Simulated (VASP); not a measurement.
Here is the system:

```
Mg2ZnO3
1.0
    2.98861     0.00000     0.00000
   -1.49430     2.58821     0.00000
    0.00000     0.00000     7.30344
Mg Zn O
2 1 3
Direct
  0.33333   0.66667   0.66564
  0.66667   0.33333   0.33436
  0.00000   0.00000   0.00000
  0.33333   0.66667   0.17259
  0.66667   0.33333   0.82741
  0.00000   0.00000   0.50000
```

Method: r2SCAN meta-GGA with spin-orbit coupling, VASP's PBE PAW potentials (set 64) (plane waves; VASP). Settings: 520 eV cut-off, 8×8×3 Γ-centred mesh, Gaussian smearing of 0.050 eV, potentials Mg Zn O.

Task: Give the energies of bands 23 to 36 at the high-symmetry points, in eV from the valence-band maximum.

Result: 
```
band      Γ      M      K      A      L      H
----  -----  -----  -----  -----  -----  -----
23    -1.04  -2.09  -3.29  -0.87  -2.67  -3.29
24    -1.04  -2.09  -3.29  -0.87  -2.67  -3.29
25    -0.57  -2.01  -2.75  -0.84  -2.04  -2.34
26    -0.57  -2.01  -2.75  -0.84  -2.04  -2.34
27    -0.53  -1.81  -2.72  -0.83  -1.91  -2.34
28    -0.53  -1.81  -2.72  -0.83  -1.91  -2.34
29    -0.52  -1.31  -1.48  -0.81  -1.48  -1.76
30    -0.52  -1.31  -1.48  -0.81  -1.48  -1.76
31    -0.09  -0.72  -0.66   0.00  -0.30  -0.89
32    -0.09  -0.72  -0.66   0.00  -0.30  -0.89
33    -0.09  -0.37  -0.65   0.00  -0.26  -0.89
34    -0.09  -0.37  -0.65   0.00  -0.26  -0.89
35     3.88   7.58   8.66   4.89   7.68   8.74
36     3.88   7.58   8.66   4.89   7.68   8.74
```

The gap is indirect, 3.88 eV, from the valence maximum at A to the conduction minimum at Γ.

The structure comes from a computed database's Mg2ZnO3 entry (P-3m1); how it stands against other phases isn't given here. It was relaxed first.
